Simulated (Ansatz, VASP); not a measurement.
**Rh (Rhodium): VASP beside Ansatz**

Aim: how closely do two programs agree when they are given the same cell, functional and k mesh? The cell is a member of a volume series, scaled by 1.02 from a relaxed one, so a pressure remains.

Method: plane waves, with VASP 6.6.1 beside it; single point at r2SCAN, in Ansatz 0.2.0.

**1. Starting point**

It takes space group Fm-3m (No. 225, cubic). The conventional cell has a = 3.824 Å, b = 3.824 Å, c = 3.824 Å, α = 90.00°, β = 90.00°, γ = 90.00°. Nearest to Rh lie 12 Rh at 2.70 Å.

Structure file:

```cif
data_structure
_symmetry_space_group_name_H-M 'P 1'
_symmetry_Int_Tables_number 1
_cell_length_a 2.7041
_cell_length_b 2.7041
_cell_length_c 2.7041
_cell_angle_alpha 60.000
_cell_angle_beta 60.000
_cell_angle_gamma 60.000
_cell_volume 13.98
loop_
_atom_site_label
_atom_site_type_symbol
_atom_site_fract_x
_atom_site_fract_y
_atom_site_fract_z
_atom_site_occupancy
Rh1 Rh 0.00000 0.00000 0.00000 1
```

**2. Ansatz: single point, r2SCAN, volume scaled by 1.02**

Ansatz runs on its default PAW (the set named soft_2) files.

With cell and atoms fixed, the geometry can't cause a difference; cores, projectors, grids and the points listed under the comparison can.

input.yaml

```yaml
crystal:
  lattice:
    - [0.0, 1.9121221061, 1.9121221061]
    - [1.9121221061, 0.0, 1.9121221061]
    - [1.9121221061, 1.9121221061, 0.0]
  atoms:
    - { symbol: Rh, position: [0.0, 0.0, 0.0] }
hamiltonian:
  xc: r2scan
  pseudopotentials: { kind: paw }
kpoints:
  mp_grid: { grid: [12, 12, 12] }
scf:
  occupations: { method: methfessel_paxton, width: 0.2 }
  n_extra_bands: 4
output:
  forces: true
  stress: true
  eigenvalues: true
```

Launch:

```bash
> ansatz run input.yaml --threads 2 --pin off --max-ram 4608MiB --backend cpu --events-out ev --progress --plain --runs-dir out
```

Numbers of over 12 decimals in the logs are rounded to 6 here.

Log:

```text
scf.n_extra_bands = 4 over 9 filled bands (N_el = 17.0): the run solves 13 bands
Engine: ansatz 0.2.0, aarch64-unknown-linux-gnu
Pseudopotentials: kind: paw
Pseudopotential: Rh, paw, valence charge 17, recommended cutoff 500 eV (meta_gga), Rh.paw.azcp
Functional definition: r2SCAN
  parameter k0 = 0.174
  parameter k1 = 0.065
  parameter a1 = 4.9479
  exchange = r2scan_x(k0 = k0, k1 = k1, a1 = a1)
  correlation = r2scan_c
Crystal: 1 atoms, lattice volume = 13.982 Å³
Basis set: ecut = 500 eV, 339 PW (Γ), exchange–correlation on 80×80×80 points (64 copies of the dense FFT grid, shifted against one another)
Bands: 13, of which v1, the nominal top of the filled ones, is band 9 counted from 1 (8 counted from 0)
Symmetry: 48 space group operations
Space group: Fm-3m (ITA 225), of the structure as read, at distance tolerance 2.4e-5 Å
k-points: 72 of 1728
Non-local potential: Rh, projectors of the file, l = 0: 3, l = 1: 2, l = 2: 2, l = 3: 1
PAW form: soft (Blöchl's): semilocal exchange-correlation on the pseudo side does not see the compensation charge
PAW frozen core: Rh, regenerated for the run's functional (the file was generated under x = pbe(κ = 0.804, μ = 0.219515), c = pbe(β = 0.066725))
PAW one-centre angular grid: Rh, 590 points (default); XC on 160 Gauss nodes
Initial density: superposition of atomic densities (neutral atoms: chi_scale 0, normalization atom), corrected by the library's trained network
Initial wavefunctions: pseudopotential atomic-orbital guess
Functional: x = r2scan, c = r2scan; τ floored in thin density (d = 2e-4 eV/Å³)
SCF iter   1: F=—  HF=-6415.257542 eV  |F-HF|=—  |Δ(HF+E_count)|=         —  Δρ=9.81e-3  dr2=3.28e-3  dr2_τ=9.24e-3  ethr=1.77e-3  ⟨swp⟩=4.6  Hψ=5111  notcnv=0
preconditioner: auto → none  [metal: Δε(μ)=0.073 eV  Ē_g=14.438 eV  σ=0.200 eV  W_gap=0.29  n_scr=0 (ndim 8)  ℏωp=29.8 eV  f_vac=0.000  D(μ)=1.05/eV (n_scr^D=14)]
SCF iter   2: F=—  HF=-6415.268000 eV  |F-HF|=—  |Δ(HF+E_count)|=   1.05e-2  S|Δr|=    0.00e0  Δρ=5.18e-3  dr2=1.20e-3  dr2_τ=1.34e-4  ethr=1.93e-5  ⟨swp⟩=2.0  Hψ=1846  notcnv=0
SCF iter   3: F=—  HF=-6415.268520 eV  |F-HF|=—  |Δ(HF+E_count)|=   5.20e-4  S|Δr|=    0.00e0  Δρ=2.30e-3  dr2=6.45e-4  dr2_τ=7.45e-5  ethr=7.05e-6  ⟨swp⟩=2.1  Hψ=1317  notcnv=0
SCF iter   4: F=—  HF=-6415.268334 eV  |F-HF|=—  |Δ(HF+E_count)|=   1.86e-4  S|Δr|=    0.00e0  Δρ=3.21e-4  dr2=4.89e-6  dr2_τ=3.22e-6  ethr=3.79e-6  ⟨swp⟩=2.5  Hψ=1413  notcnv=0
SCF iter   5: F=—  HF=-6415.268336 eV  |F-HF|=—  |Δ(HF+E_count)|=   1.94e-6  S|Δr|=    0.00e0  Δρ=8.78e-5  dr2=1.55e-7  dr2_τ=5.70e-8  ethr=2.87e-8  ⟨swp⟩=2.2  Hψ=1402  notcnv=0
SCF iter   6: F=-6415.268336 eV  HF=-6415.268336 eV  |F-HF|=1.38e-10  |Δ(HF+E_count)|=   4.98e-7  S|Δr|=    0.00e0  Δρ=1.37e-5  dr2=6.87e-9  dr2_τ=8.32e-9  ethr=5.88e-10  ⟨swp⟩=5.3  Hψ=4487  notcnv=0
SCF 1 converged in 6 iterations: F = -6415.268336 eV  dr2 = 6.87e-9
  greatest PAW one-centre occupation: 1.000 electrons in one spin orbital (limit 2), on the Rh atom at site 0 (counted from 0), in its partial waves of l = 0
SCF converged after 6 iterations
Stability not checked: this state was not tested for a lower state beside it, because cold or Methfessel-Paxton smearing, or corrected tetrahedra, fill the levels in a way that the test cannot read (fill_not_monotonic; see scf.lower_state_search)
Free energy (F): -6415.268336 eV
Harris-Foulkes:  -6415.268336 eV  (|F-HF|=1.38e-10)
Internal energy: -6415.271448 eV  (E = F + TS)
E sigma→0 (E₀):  -6415.269114 eV
Entropy (-TS):   0.003112 eV (3.112 meV/atom)
Fermi energy:    21.737336 eV
--- Per-component energies (eV) ---
  E_band       = -109.834669
  E_kinetic    = 572.420519
  E_local      = -1584.174080  (includes V_loc(G=0)·N_el)
  E_nonlocal   = 355.220721
  E_hartree    = 556.908005
  E_xc         = -216.572763
  E_vxc        = -313.779531  (∫ρ·V_xc dr)
  E_paw        = -3604.108167  (= ΣΔE_a)
  E_vpaw       = -274.572553  (= ΣTr[D̂ρ^β])
  E_aug_tail   = 0.000750  (compensation charges beyond the density's cutoff)
  E_vtau       = 21.235733  (kinetic-family band-sum trace: ∫τ·v_τ [+ j·A + Jᵃ·Aᵃ] dr)
  E_ewald      = -2494.596474
  E_core_change = -0.369959  (= ΣΔE_core)
  E_smearing   = 0.003112  (= −TS)
  E_closure    = 0.000000  (closes the sum)
  Σ components = -6415.268336   (vs F -6415.268336, Δ=0.00e0)
--- Forces (eV/Å), atoms counted from 1 ---
  atom   1  Rh    -0.00000000    -0.00000000    -0.00000000
  max |Σ_I F_I| component: 2.88e-32 eV/Å
--- Stress (GPa, compression-positive) ---
       -5.406715       0.000000      -0.000000
        0.000000      -5.406715       0.000000
        0.000000       0.000000      -5.406715
  P = ⅓ Tr σ = -5.4067 GPa (-54.067 kbar)
--- Band table (eV; the first three rows and the last of 72) ---
  k-point 0: bands = [... 5 lower, 18.6252, 18.6252, 18.6252, 20.6603, 20.6603, 38.2205, 43.7647, 43.7647]
  k-point 1: bands = [... 5 lower, 18.5061, 18.7325, 18.7325, 20.6050, 20.6050, 38.6093, 42.4296, 44.1682]
  k-point 2: bands = [... 5 lower, 18.2976, 18.9457, 18.9457, 20.5651, 20.5651, 39.4030, 40.0933, 45.2920]
  k-point 71: bands = [... 5 lower, 17.8892, 17.8892, 20.4698, 22.7262, 31.7012, 31.7012, 33.4218, 34.8214]
```

Wall time 2.2 s (2 threads of Arm Neoverse N1, shared host); peak memory 0.29 GiB.

Reading the cycles: dr2 is the Hartree energy of the density residual (eV), the measure of convergence; HF is the Harris–Foulkes estimate of the energy, which meets the free energy F at convergence.

The run ends at a pressure of -5.41 GPa.

**3. VASP: single point, r2SCAN, volume scaled by 1.02**

The same cell, functional, mesh and smearing now go to VASP, with its own data sets and cutoff.

Lines of VASP's logs that name or quote its potential files are left out, and so is its time.

INCAR

```
SYSTEM = Rh
PREC = Accurate
ENCUT = 400
EDIFF = 1E-06
NELM = 100
ISMEAR = 1
SIGMA = 0.2
LREAL = .FALSE.
ALGO = Normal
METAGGA = R2SCAN
LASPH = .TRUE.
NBANDS = 13
LORBIT = 11
LWAVE = .FALSE.
LCHARG = .FALSE.
KPAR = 2
ISIF = 2
```

POSCAR

```
Rh
1.0
    0.0000000000      1.9121221061      1.9121221061
    1.9121221061      0.0000000000      1.9121221061
    1.9121221061      1.9121221061      0.0000000000
Rh
1
Direct
    0.0000000000      0.0000000000      0.0000000000
```

KPOINTS

```
Automatic mesh
0
Gamma
12 12 12
0 0 0
```

The projector-augmented-wave data sets are Rh_pv (PBE family, release 64).

Launch:

```bash
> mpirun -np 2 vasp_std
```

Log:

```text
[banner, memory and clock lines left out]
running    2 mpi-ranks, on    1 nodes
 distrk:  each k-point on    1 cores,    2 groups
 distr:  one band on    1 cores,    1 groups

 POSCAR found type information on POSCAR Rh
 POSCAR found :  1 types and       1 ions
|                                                                             |
|               ----> ADVICE to this user running VASP <----                  |
|                                                                             |
|     You enforced a specific xc type in the INCAR file but a different       |
|     [... a line on the potential file left out ...]
|     I HOPE YOU KNOW WHAT YOU ARE DOING!                                     |
|                                                                             |

 LDA part: xc-table for (None), standard interpolation
 POSCAR, INCAR and KPOINTS ok, starting setup
 FFT: planning ... GRIDC
 FFT: planning ... GRID_SOFT
 FFT: planning ... GRID
 WAVECAR not read
 entering main loop
       N       E                     dE             d eps       ncg     rms          rms(c)
DAV:   1     0.819740839415E+02    0.81974E+02   -0.79108E+03  1909   0.103E+03
DAV:   2    -0.278348209147E+02   -0.10981E+03   -0.10546E+03  2022   0.322E+02
DAV:   3    -0.291306371510E+02   -0.12958E+01   -0.12941E+01  2247   0.398E+01
DAV:   4    -0.291360101208E+02   -0.53730E-02   -0.53725E-02  2142   0.264E+00
DAV:   5    -0.291360578019E+02   -0.47681E-04   -0.47658E-04  2222   0.219E-01    0.123E+01
DAV:   6    -0.241373339818E+02    0.49987E+01   -0.44205E+00  1902   0.294E+01    0.248E+00
DAV:   7    -0.241354063819E+02    0.19276E-02   -0.66380E-02  1927   0.361E+00    0.160E+00
DAV:   8    -0.241343342644E+02    0.10721E-02   -0.47084E-03  1997   0.875E-01    0.356E-01
DAV:   9    -0.241344307424E+02   -0.96478E-04   -0.79451E-04  1987   0.342E-01    0.275E-02
DAV:  10    -0.241344744940E+02   -0.43752E-04   -0.13965E-04  1997   0.147E-01    0.340E-02
DAV:  11    -0.241344622311E+02    0.12263E-04   -0.12655E-05  1907   0.486E-02    0.102E-03
DAV:  12    -0.241344622479E+02   -0.16798E-07   -0.20569E-07  1116   0.553E-03
   1 F= -.24134462E+02 E0= -.24135535E+02  d E =0.321826E-02
```

OUTCAR, selected parts (step 3):

```text
ion  position               nearest neighbor table
   1  0.000  0.000  0.000-

  LATTYP: Found a face centered cubic cell.
 ALAT       =     3.8242442122

 Subroutine GETGRP returns: Found 48 space group operations
 (whereof 48 operations were pure point group operations)

The static configuration has the point symmetry O_h .

 Found     72 irreducible k-points:

   k-points           NKPTS =     72   k-points in BZ     NKDIM =     72   number of bands    NBANDS=     13

   dimension x,y,z NGX =    18 NGY =   18 NGZ =   18
   dimension x,y,z NGXF=    36 NGYF=   36 NGZF=   36

   ENCUT  =  400.0 eV  29.40 Ry    5.42 a.u.   4.41  4.41  4.41*2*pi/ulx,y,z

   NELECT =      15.0000    total number of electrons

 k-points in reciprocal lattice and weights: Automatic mesh
   0.00000000  0.00000000  0.00000000       0.001
   0.08333333  0.00000000  0.00000000       0.005
   0.16666667  0.00000000  0.00000000       0.005
   0.25000000  0.00000000  0.00000000       0.005
   0.33333333  0.00000000  0.00000000       0.005
   0.41666667  0.00000000  0.00000000       0.005
   0.50000000  0.00000000  0.00000000       0.002
   0.08333333  0.08333333  0.00000000       0.003
   0.16666667  0.08333333  0.00000000       0.014
[...]
-0.33333333  0.50000000  0.16666667       0.007
  -0.25000000  0.50000000  0.25000000       0.003

 average (electrostatic) potential at core
       1 -76.1986

 E-fermi :  11.4401

 k-point     1 :       0.0000    0.0000    0.0000
  band No.  band energies     occupation
    ...
      5       8.3239      2.00000
      6       8.3239      2.00000
      7       8.3239      2.00000
      8      10.3661      2.00000
      9      10.3661      2.00000
     10      28.1558      0.00000
     11      28.8042      0.00000
     12      33.8061      0.00000
     13      33.8062      0.00000

 k-point     2 :       0.0833    0.0000    0.0000
  band No.  band energies     occupation
    ...
      5       8.2040      2.00000
      6       8.4311      2.00000
      7       8.4311      2.00000
      8      10.3102      2.00000
      9      10.3102      2.00000
     10      28.5471      0.00000
     11      28.8041      0.00000
     12      32.3841      0.00000
     13      34.2106      0.00000

 k-point     3 :       0.1667    0.0000    0.0000
  band No.  band energies     occupation
    ...
      5       7.9938      2.00000
      6       8.6446      2.00000
      7       8.6446      2.00000
      8      10.2692      2.00000
      9      10.2692      2.00000
     10      28.8037      0.00000
     11      29.3034      0.00000
     12      29.9827      0.00000
     13      35.3270      0.00000

  Total       -0.4711687     -0.4711687     -0.4711687      0.0000000      0.0000000      0.0000000
  in kB      -53.9896053    -53.9896053    -53.9896053      0.0000000      0.0000000      0.0000000
  external PRESSURE =     -53.9896053 kB  Pullay stress =       0.0000000 kB

  energy-cutoff  :      400.00
  volume of cell :       13.98
      direct lattice vectors                 reciprocal lattice vectors
     0.000000000  1.912122106  1.912122106    -0.261489577  0.261489577  0.261489577
     1.912122106  0.000000000  1.912122106     0.261489577 -0.261489577  0.261489577
     1.912122106  1.912122106  0.000000000     0.261489577  0.261489577 -0.261489577

 POSITION                                       TOTAL-FORCE (eV/Angst)
 -----------------------------------------------------------------------------------
      0.00000      0.00000      0.00000         0.000000      0.000000     -0.000000
 -----------------------------------------------------------------------------------
    total drift:                                0.000000     -0.000000     -0.000000

  FREE ENERGIE OF THE ION-ELECTRON SYSTEM (eV)
  ---------------------------------------------------
  free  energy   TOTEN  =       -24.1344622479 eV

  energy  without entropy=      -24.1376805108  energy(sigma->0) =      -24.13553500

 total charge
# of ion       s       p       d       tot
------------------------------------------
    1        0.422   6.291   7.072  13.786

[... 3 further parts left out ...]
```

The scan keeps the cell's shape and the fractional positions fixed.

**4. Side by side**

Known differences besides the potentials themselves: VASP keeps PBE cores, Ansatz makes them for the functional; the data sets hold 17 valence electrons in Ansatz (default PAW (the set named soft_2) files) and 15 in VASP; the cutoff is 500 eV in Ansatz and 400 eV in VASP. Total energies have different zeros and are not compared.

Both answers:

```tsv
quantity	Ansatz	VASP	difference
pressure (GPa)	-5.41	-5.40	-0.01
```

Ansatz's pressure holds a Pulay correction of 0.04 GPa; VASP's holds none.

**5. What came out**

| Quantity | Value |
| --- | --- |
| difference in pressure (single point, r2SCAN, volume scaled by 1.02) | -0.0078 GPa |

**Reading.** The difference in pressure is -0.0078 GPa (single point, r2SCAN, volume scaled by 1.02), within the 1 GPa picked in this series as the mark of a large difference. How closely two codes agree says nothing of how well the functional describes the real material.

[Lines on the potential files, build, host, timing and source positions are cut from VASP's logs without a mark.]

[Logs are printed without paths, hosts, clocks, repeated set-up lines and the standing remarks that a program may print on its own settings, such as how far it seeks lower states.]

[Hosts, paths, dates, database ids (printed as entryN), source tags and the programs' standing remarks are cut or masked in the printed files.]
